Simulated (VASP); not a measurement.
Input:

```
CELL_PARAMETERS angstrom
      1.43565     0.82887     6.11699
     -1.43565     0.82887     6.11699
      0.00000    -1.65774     6.11699
ATOMIC_POSITIONS crystal
  Li 0.50000 0.50000 0.50000
  Ag 0.00000 0.00000 0.00000
  F  0.11034 0.11034 0.11034
  F  0.88966 0.88966 0.88966
```

Computed with LDA (Ceperley-Alder, Perdew-Zunger), VASP's LDA PAW potentials (set 64) (plane waves; VASP). Settings: 520 eV cut-off, 8×8×8 Γ-centred mesh, Gaussian smearing of 0.050 eV, potentials Li_sv Ag F.

Task: Estimate the energy per atom (σ→0), band gap (on the k-mesh) with the smallest direct gap where there is one.

Result: 
The band gap (on the k-mesh) comes out as 1.78 eV and the smallest direct gap (on the k-mesh) is 3.17 eV. The energy per atom (σ→0) comes out as -4.601 eV/atom.

Total energies compare only between runs with the same potentials, cut-off and functional.

The structure comes from a computed database's LiAgF2 entry (R-3m); how it stands against other phases isn't given here. It was relaxed first, which changed the volume by -15 %. The start is the result of an earlier pass.
